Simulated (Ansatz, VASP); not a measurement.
# Ag2Pt (Ag-Pt-Ag stack, (100) layers) in two plane-wave programs, part 2 of 2

Aim: how closely do two programs agree when they are given the same cell, functional and k mesh? Of the first pair: The structure shown is the start of the Ansatz relaxation below; VASP solves that cell, so the two are compared at the walk's first step.

VASP 6.6.1 and Ansatz 0.2.0.

So far: Set-up; Ansatz: relaxation, LDA; VASP: single point, LDA, start cell, pair 1.

### 3. VASP: single point, LDA, start cell, pair 1 (continued)

Level of this step: LDA; plane waves and PAW (Ag, Pt) (VASP).

Numbers of over 12 decimals in the logs are rounded to 6 here.

From OUTCAR (step 3):

```text
ion  position               nearest neighbor table
   1  0.000  0.000  0.171-   3 2.81   3 2.81   3 2.81   3 2.81
   2  0.000  0.000  0.301-   3 2.81   3 2.81   3 2.81   3 2.81
   3  0.500  0.500  0.236-   1 2.81   2 2.81   1 2.81   1 2.81   2 2.81   2 2.81   1 2.81   2 2.81

  LATTYP: Found a simple tetragonal cell.
 ALAT       =     2.6927390000
 C/A-ratio  =    11.7501176312

 Subroutine GETGRP returns: Found 16 space group operations
 (whereof  8 operations were pure point group operations)

The static configuration has the point symmetry C_4v.
 The point group associated with its full space group is D_4h.

 Found     28 irreducible k-points:

   k-points           NKPTS =     28   k-points in BZ     NKDIM =     28   number of bands    NBANDS=     22

   dimension x,y,z NGX =    18 NGY =   18 NGZ =  210
   dimension x,y,z NGXF=    36 NGYF=   36 NGZF=  420

   ENCUT  =  400.0 eV  29.40 Ry    5.42 a.u.   4.39  4.39 51.60*2*pi/ulx,y,z

   NELECT =      32.0000    total number of electrons

 k-points in reciprocal lattice and weights: Automatic mesh
   0.00000000  0.00000000  0.00000000       0.007
   0.08333333  0.00000000  0.00000000       0.028
   0.16666667  0.00000000  0.00000000       0.028
   0.25000000  0.00000000  0.00000000       0.028
   0.33333333  0.00000000  0.00000000       0.028
   0.41666667  0.00000000  0.00000000       0.028
   0.50000000  0.00000000  0.00000000       0.014
   0.08333333  0.08333333  0.00000000       0.028
   0.16666667  0.08333333  0.00000000       0.056
[...]
0.50000000  0.41666667  0.00000000       0.028
   0.50000000  0.50000000  0.00000000       0.007

 dipolmoment           0.000000      0.000000     -0.000000 electrons x Angstroem

 average (electrostatic) potential at core
       1 -81.0563       2 -81.0563       3 -75.5630

 E-fermi :  -2.1107

 k-point     1 :       0.0000    0.0000    0.0000
  band No.  band energies     occupation
    ...
     13      -4.7422      2.00000
     14      -4.7111      2.00000
     15      -2.7903      2.00002
     16      -2.6805      2.00042
     17      -2.6805      2.00042
     18      -1.9456      0.00745
     19      -0.9783     -0.00000
     20       2.7008      0.00000
     21       2.8920      0.00000
     22       3.0964      0.00000

 k-point     2 :       0.0833    0.0000    0.0000
  band No.  band energies     occupation
    ...
     14      -4.8020      2.00000
     15      -2.9981      2.00000
     16      -2.6602      2.00071
     17      -2.5378      2.01007
     18      -2.0801      0.74437
     19      -0.4381     -0.00000
     20       2.8393      0.00000
     21       3.0470      0.00000
     22       3.2382      0.00000

 k-point     3 :       0.1667    0.0000    0.0000
  band No.  band energies     occupation
    ...
     13      -5.0206      2.00000
     14      -4.9083      2.00000
     15      -3.3324      2.00000
     16      -2.6188      2.00193
     17      -2.4189      2.05161
     18      -1.9202     -0.03891
     19       0.5986     -0.00000
     20       3.2521      0.00000
     21       3.5090      0.00000
     22       3.6632      0.00000

  Total        0.0564549      0.0564549     -0.1614704      0.0000000     -0.0000000      0.0000000
  in kB        0.3942641      0.3942641     -1.1276606      0.0000000     -0.0000000      0.0000000
  external PRESSURE =      -0.1130441 kB  Pullay stress =       0.0000000 kB

  energy-cutoff  :      400.00
  volume of cell :      229.42
      direct lattice vectors                 reciprocal lattice vectors
     2.692739000  0.000000000  0.000000000     0.371369078  0.000000000  0.000000000
     0.000000000  2.692739000  0.000000000     0.000000000  0.371369078  0.000000000
     0.000000000  0.000000000 31.640000000     0.000000000  0.000000000  0.031605563

 POSITION                                       TOTAL-FORCE (eV/Angst)
 -----------------------------------------------------------------------------------
      0.00000      0.00000      5.39883         0.000000      0.000000      0.012554
      0.00000      0.00000      9.52117         0.000000      0.000000     -0.012554
      1.34637      1.34637      7.46000         0.000000     -0.000000      0.000000
 -----------------------------------------------------------------------------------
    total drift:                               -0.000091     -0.000091      0.000146

  FREE ENERGIE OF THE ION-ELECTRON SYSTEM (eV)
  ---------------------------------------------------
  free  energy   TOTEN  =       -13.7729391868 eV

  energy  without entropy=      -13.7713982910  energy(sigma->0) =      -13.77242555

 vacuum level on the upper side and lower side of the slab         2.979         2.979

 total charge
# of ion       s       p       d       tot
------------------------------------------
    1        0.436   0.306   9.181   9.923
    2        0.436   0.306   9.181   9.923
    3        0.655   0.507   8.166   9.328
--------------------------------------------------
tot          1.526   1.119  26.528  29.173

[... 3 further parts left out ...]
```

The run ends at a pressure of -0.01 GPa, with forces up to 0.013 eV/Å.

### 4. Side by side

Known differences besides the potentials themselves: the two LDA forms differ slightly; Ansatz cuts the interaction across the vacuum, VASP repeats the sheet with a dipole correction (LDIPOL); the data sets hold 56 valence electrons in Ansatz (on its PAW soft_1 files) and 32 in VASP; the cutoff is 420 eV in Ansatz and 400 eV in VASP; VASP's log shows a relativistic correction to its local exchange, Ansatz's none. Total energies have different zeros and are not compared.

The largest component of a force difference here is 19 meV/Å. Where the cell holds vacuum, a pressure given here is an average over it and none of the material.

### 5. Ansatz: relaxation, LDA

This run makes the geometry at which the two programs are then compared.

The structure compared here is the end of the Ansatz relaxation.

This is the run of step 2 again, met here at its other cell.

### 6. VASP: single point, LDA, relaxed cell, pair 2

The same cell, functional (in two slightly different forms), mesh and smearing now go to VASP, with its own data sets.

The input, INCAR:

```
SYSTEM = Ag2Pt
PREC = Accurate
ENCUT = 400
EDIFF = 1E-06
NELM = 120
ISMEAR = 1
SIGMA = 0.2
LREAL = .FALSE.
ALGO = Normal
GGA = CA
NBANDS = 22
LASPH = .TRUE.
LORBIT = 11
LWAVE = .FALSE.
LCHARG = .FALSE.
ISIF = 2
LDIPOL = .TRUE.
IDIPOL = 3
DIPOL = 0.5 0.5 0.236
LVHAR = .TRUE.
GGA_COMPAT = .FALSE.
NELMDL = -8
```

The input, POSCAR:

```
Ag2Pt
1.0
    2.6974786308      0.0000000000      0.0000000000
    0.0000000000      2.6974786308      0.0000000000
    0.0000000000      0.0000000000     31.6399998672
Ag Pt
2 1
Direct
    0.0000000000      0.0000000000      0.1709489781
    0.0000000000      0.0000000000      0.3006060175
    0.5000000000      0.5000000000      0.2357774978
```

The input, KPOINTS:

```
Automatic mesh
0
Gamma
12 12 1
0 0 0
```

The projector-augmented-wave data sets are Ag and Pt (LDA family, release 64).

The run is started by

```bash
mpirun -np 1 vasp_std
```

What it wrote:

```text
[... set-up lines as in an earlier step ...]
 entering main loop
       N       E                     dE             d eps       ncg     rms          rms(c)
DAV:   1     0.190020829335E+03    0.19002E+03   -0.11137E+04  1256   0.929E+02
DAV:   2    -0.556839930318E+01   -0.19559E+03   -0.18444E+03  1672   0.217E+02
DAV:   3    -0.145446123737E+02   -0.89762E+01   -0.85852E+01  1420   0.501E+01
DAV:   4    -0.146740456585E+02   -0.12943E+00   -0.12924E+00  1554   0.630E+00
[...]
DAV:  22    -0.137733382510E+02   -0.17850E-05   -0.38365E-08   928   0.871E-04    0.125E-04
DAV:  23    -0.137733397662E+02   -0.15153E-05   -0.35768E-08   846   0.403E-04    0.818E-05
DAV:  24    -0.137733401205E+02   -0.35424E-06   -0.56005E-09   904   0.261E-04
   1 F= -.13773340E+02 E0= -.13772653E+02  d E =-.206228E-02
```

Parts of OUTCAR (step 6):

```text
  Total        0.0074344      0.0074344     -0.0334891      0.0000000      0.0000000      0.0000000
  in kB        0.0517374      0.0517374     -0.2330564      0.0000000      0.0000000      0.0000000
  external PRESSURE =      -0.0431939 kB  Pullay stress =       0.0000000 kB

 POSITION                                       TOTAL-FORCE (eV/Angst)
 -----------------------------------------------------------------------------------
      0.00000      0.00000      5.40883         0.000000     -0.000000     -0.019192
      0.00000      0.00000      9.51117         0.000000      0.000000      0.019192
      1.34874      1.34874      7.46000         0.000000     -0.000000     -0.000000
 -----------------------------------------------------------------------------------
    total drift:                                0.000000      0.000000      0.000022

  FREE ENERGIE OF THE ION-ELECTRON SYSTEM (eV)
  ---------------------------------------------------
  free  energy   TOTEN  =       -13.7733401205 eV

  energy  without entropy=      -13.7712778357  energy(sigma->0) =      -13.77265269

[... 1 part as in an earlier step ...]

[... 2 further parts left out ...]
[key lines of the parts left out:]
E-fermi :  -2.1210
```

The run ends at a pressure of 0.00 GPa, with forces up to 0.019 eV/Å.

### 7. Side by side

What differs besides the data sets and the points named for the pairs above, as far as they apply: the data sets hold 56 valence electrons in Ansatz (on its PAW soft_1 files) and 32 in VASP. Total energies have different zeros and are not compared.

The largest component of a force difference here is 19 meV/Å. Where the cell holds vacuum, a pressure given here is an average over it and none of the material.

### 8. What came out

| Item | Value |
| --- | --- |
| r.m.s. force difference (single point, LDA, start cell, pair 1) | 8.9 meV/Å |
| r.m.s. force difference (single point, LDA, relaxed cell, pair 2) | 9.1 meV/Å |

**Reading.** The r.m.s. force difference is 9.1 meV/Å (single point, LDA, relaxed cell, pair 2), within the 12 meV/Å picked in this series as the mark of a large difference. The data sets hold unlike numbers of valence electrons (56 in Ansatz and 32 in VASP), so part of the differences may come from the potentials. Such differences can come from data sets, numerical settings and the points named under the comparisons, not from the functional's error against experiment.

[Lines on the potential files, build, host, timing and source positions are cut from VASP's logs without a mark.]

[Logs are printed without paths, hosts, clocks, repeated set-up lines and the standing remarks that a program may print on its own settings, such as how far it seeks lower states.]

[Hosts, paths, dates, database ids (printed as entryN), source tags and the programs' standing remarks are cut or masked in the printed files.]
